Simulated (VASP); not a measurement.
Consider the following.

```xyz
2
Lattice="0.0000 2.6334 2.6334 2.6334 0.0000 2.6334 2.6334 2.6334 0.0000" Properties=species:S:1:pos:R:3 pbc="T T T"
N      1.3167     1.3167     1.3167
Y      0.0000     0.0000     0.0000
```

Calculation: r2SCAN meta-GGA, VASP's PBE PAW potentials (set 64) (plane waves; VASP). Numerical set-up: 520 eV cut-off, 10×10×10 Γ-centred mesh, tetrahedra with Blöchl corrections, potentials N Y_sv.

Give the energies of bands 6 to 11 at the high-symmetry points, in eV from the valence-band maximum.

```
band      Γ      X      U      L      W
----  -----  -----  -----  -----  -----
6     -1.59  -2.60  -2.03  -1.52  -1.66
7     -1.59  -0.03  -0.42  -1.07  -1.04
8     -1.59  -0.03  -0.34  -1.07   0.00
9      2.52   2.67   2.68   4.76   2.58
10     5.96   5.71   5.62   6.29   4.97
11     5.96   7.59   6.30   6.29   7.16
```

The gap is indirect, 2.52 eV, from the valence maximum at W to the conduction minimum at Γ.

The structure was generated: YN was put into the zincblende type (F-43m), which need not be its known phase. It was relaxed first.
